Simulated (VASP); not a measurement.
Output of a VASP run:

File OSZICAR:
```
       N       E                     dE             d eps       ncg     rms          rms(c)
DAV:   1     0.513302760664E+02    0.51330E+02   -0.73339E+03  2296   0.128E+03
DAV:   2    -0.137407380541E+02   -0.65071E+02   -0.61300E+02  2825   0.266E+02
DAV:   3    -0.172287959075E+02   -0.34881E+01   -0.33958E+01  3166   0.488E+01
DAV:   4    -0.172889372652E+02   -0.60141E-01   -0.60020E-01  3029   0.549E+00
DAV:   5    -0.172900175184E+02   -0.10803E-02   -0.10800E-02  3098   0.579E-01    0.320E+01
DAV:   6    -0.222457349345E+02   -0.49557E+01   -0.73191E+00  2294   0.315E+01    0.201E+01
DAV:   7    -0.216813634239E+02    0.56437E+00   -0.20200E+00  2832   0.124E+01    0.106E+01
DAV:   8    -0.221261321170E+02   -0.44477E+00   -0.44505E+00  2776   0.188E+01    0.385E+00
DAV:   9    -0.227549785596E+02   -0.62885E+00   -0.69847E-01  2513   0.108E+01    0.362E+00
DAV:  10    -0.227425205700E+02    0.12458E-01   -0.50347E-02  2954   0.226E+00    0.265E+00
DAV:  11    -0.227418455351E+02    0.67503E-03   -0.27985E-03  2668   0.469E-01    0.268E+00
DAV:  12    -0.227134253093E+02    0.28420E-01   -0.53373E-02  2711   0.137E+00    0.182E+00
DAV:  13    -0.227065680475E+02    0.68573E-02   -0.82010E-02  2780   0.156E+00    0.679E-01
DAV:  14    -0.227075951411E+02   -0.10271E-02   -0.20667E-03  2642   0.510E-01    0.667E-01
DAV:  15    -0.227079410164E+02   -0.34588E-03   -0.19456E-04  2917   0.867E-02    0.706E-01
DAV:  16    -0.227075084658E+02    0.43255E-03   -0.69784E-04  2701   0.157E-01    0.685E-01
DAV:  17    -0.227067069263E+02    0.80154E-03   -0.24733E-03  2740   0.303E-01    0.461E-01
DAV:  18    -0.227066425260E+02    0.64400E-04   -0.26441E-04  3043   0.118E-01    0.285E-01
DAV:  19    -0.227065802094E+02    0.62317E-04   -0.81624E-05  2764   0.613E-02    0.177E-01
DAV:  20    -0.227065665263E+02    0.13683E-04   -0.56298E-05  2945   0.486E-02    0.815E-02
DAV:  21    -0.227065662837E+02    0.24257E-06   -0.30688E-05  2743   0.380E-02    0.117E-02
DAV:  22    -0.227065639084E+02    0.23754E-05   -0.32076E-06  2697   0.162E-02    0.111E-03
DAV:  23    -0.227065643847E+02   -0.47633E-06   -0.14644E-07  2446   0.510E-03    0.109E-03
DAV:  24    -0.227065638055E+02    0.57916E-06   -0.59784E-08  1680   0.319E-03    0.867E-04
DAV:  25    -0.227065640166E+02   -0.21108E-06   -0.30963E-08  1489   0.201E-03    0.807E-04
DAV:  26    -0.227065639203E+02    0.96338E-07   -0.39836E-09  1435   0.621E-04
   1 F= -.22706564E+02 E0= -.22706564E+02  d E =0.000000E+00
       N       E                     dE             ncg
```

File OUTCAR:
```
------------------------ aborting loop because EDIFF is reached ----------------------------------------
  FORCE on cell =-STRESS in cart. coord.  units (eV):
  Direction    XX          YY          ZZ          XY          YZ          ZX
  --------------------------------------------------------------------------------------
  Total       -0.0013307     -0.0013307     -0.0013307      0.0000000      0.0000000      0.0000000
  in kB       -0.0693413     -0.0693413     -0.0693413      0.0000000      0.0000000      0.0000000
  external PRESSURE =      -0.0693413 kB  Pullay stress =       0.0000000 kB
  volume of cell :       30.75
      direct lattice vectors                 reciprocal lattice vectors
     0.000000000  2.486533081  2.486533081    -0.201083188  0.201083188  0.201083188
     2.486533081  0.000000000  2.486533081     0.201083188 -0.201083188  0.201083188
     2.486533081  2.486533081  0.000000000     0.201083188  0.201083188 -0.201083188
 POSITION                                       TOTAL-FORCE (eV/Angst)
 -----------------------------------------------------------------------------------
      0.00000      0.00000      0.00000         0.000000      0.000000      0.000000
      2.48653      2.48653      2.48653        -0.000000     -0.000000     -0.000000
 -----------------------------------------------------------------------------------
    total drift:                                0.000000      0.000000      0.000000
  FREE ENERGIE OF THE ION-ELECTRON SYSTEM (eV)
  ---------------------------------------------------
  free  energy   TOTEN  =       -22.7065639203 eV

  energy  without entropy=      -22.7065639203  energy(sigma->0) =      -22.70656392

 total charge

# of ion       s       p       d       tot
------------------------------------------
    1        0.266   6.595   1.270   8.131
    2        1.258   2.407   0.000   3.665
--------------------------------------------------
tot          1.523   9.002   1.270  11.796
```
(Selected blocks of OUTCAR.)

### POSCAR
```
GdN
1
    0.0000000000     2.4865330807     2.4865330807
    2.4865330807     0.0000000000     2.4865330807
    2.4865330807     2.4865330807     0.0000000000
Gd N
1 1
Direct
  0.0000000000   0.0000000000   0.0000000000
  0.5000000000   0.5000000000   0.5000000000
```

**Question.** Write an INCAR and KPOINTS that could have produced this output.

**Answer.** Several could match; the one computed here: the input of the run itself, TPSS meta-GGA, plane waves, VASP's PBE PAW potentials (set 64).

File KPOINTS:
```
K-points
0
gamma
  14 14 14
0 0 0
```

**KPOINTS_OPT**
```
k-points along high-symmetry lines
10
Line-mode
Reciprocal
  0.000000   0.000000   0.000000 ! GAMMA
  0.500000   0.000000   0.500000 ! X

  0.500000   0.000000   0.500000 ! X
  0.625000   0.250000   0.625000 ! U

  0.375000   0.375000   0.750000 ! K
  0.000000   0.000000   0.000000 ! GAMMA

  0.000000   0.000000   0.000000 ! GAMMA
  0.500000   0.500000   0.500000 ! L

  0.500000   0.500000   0.500000 ! L
  0.500000   0.250000   0.750000 ! W

  0.500000   0.250000   0.750000 ! W
  0.500000   0.000000   0.500000 ! X
```

INCAR:
```
SYSTEM = GdN
PREC = Accurate; ENCUT = 520; LREAL = .FALSE.
LASPH = .TRUE.
EDIFF = 1E-7; NELM = 100; ALGO = Normal
LMAXMIX = 6; LMIXTAU = .TRUE.
ISMEAR = -5
METAGGA = TPSS
ISIF = 2
LWAVE = .FALSE.; LCHARG = .FALSE.; LORBIT = 11
NEDOS = 601
```

POTCAR, in this order: Gd_3 N (PBE.64 set). Program: vasp_std.

The 4f electrons are frozen in the core of the lanthanide potential, so 4f levels, which can set the real gap, and their magnetism are missing. For a metal the tetrahedron method with Blöchl corrections gives inexact stress and forces.

The compound is GdN in the rock salt structure. It was relaxed first.
